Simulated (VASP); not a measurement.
VASP input:

**KPOINTS**
```
Automatic mesh
0
Gamma
6 6 6
0 0 0
```

**POSCAR**
```
GaAs
1
    0.0000000000     2.8250000000     2.8250000000
    2.8250000000     0.0000000000     2.8250000000
    2.8250000000     2.8250000000     0.0000000000
Ga As
1 1
Direct
  0.0000000000   0.0000000000   0.0000000000
  0.2500000000   0.2500000000   0.2500000000
```

INCAR:
```
SYSTEM = GaAs
PREC = Accurate
ENCUT = 400
EDIFF = 1E-6
NELM = 100
ALGO = Normal
LREAL = .FALSE.
LASPH = .TRUE.
ISMEAR = 1
SIGMA = 0.2
GGA = PE
LMAXMIX = 4
LWAVE = .FALSE.
LCHARG = .FALSE.
ISIF = 2
```

POTCAR, in this order: Ga_d As (PBE.64 set). Program: vasp_std.

Problem. One choice in this input is risky. Which, and does it do harm here?

Solution. The risk: Methfessel-Paxton smearing was used on a material with a gap. Here it does no harm: the run (PBE GGA, plane waves, VASP's PBE PAW potentials (set 64)) converges to the same energy and pressure as with the safe setting.
OSZICAR:
```
       N       E                     dE             d eps       ncg     rms          rms(c)
DAV:   1     0.726102320165E+02    0.72610E+02   -0.80506E+03   424   0.161E+03
DAV:   2    -0.307731352312E+01   -0.75688E+02   -0.73717E+02   451   0.294E+02
DAV:   3    -0.831867480346E+01   -0.52414E+01   -0.52212E+01   541   0.695E+01
DAV:   4    -0.838695828800E+01   -0.68283E-01   -0.68272E-01   449   0.899E+00
DAV:   5    -0.838822746559E+01   -0.12692E-02   -0.12691E-02   511   0.109E+00    0.293E+00
DAV:   6    -0.824227012500E+01    0.14596E+00   -0.26355E-01   638   0.974E+00    0.177E+00
DAV:   7    -0.822234040039E+01    0.19930E-01   -0.76489E-02   549   0.223E+00    0.569E-01
DAV:   8    -0.822315849086E+01   -0.81809E-03   -0.11020E-02   456   0.146E+00    0.105E-01
DAV:   9    -0.822356535116E+01   -0.40686E-03   -0.11183E-03   514   0.466E-01    0.530E-02
DAV:  10    -0.822363475202E+01   -0.69401E-04   -0.87241E-05   548   0.108E-01    0.290E-02
DAV:  11    -0.822368866626E+01   -0.53914E-04   -0.83853E-05   441   0.797E-02    0.351E-03
DAV:  12    -0.822368893529E+01   -0.26903E-06   -0.13672E-06   388   0.194E-02
   1 F= -.82236889E+01 E0= -.82237752E+01  d E =0.258936E-03
```

The compound is GaAs in the zinc blende structure. The cell was not relaxed at this level.
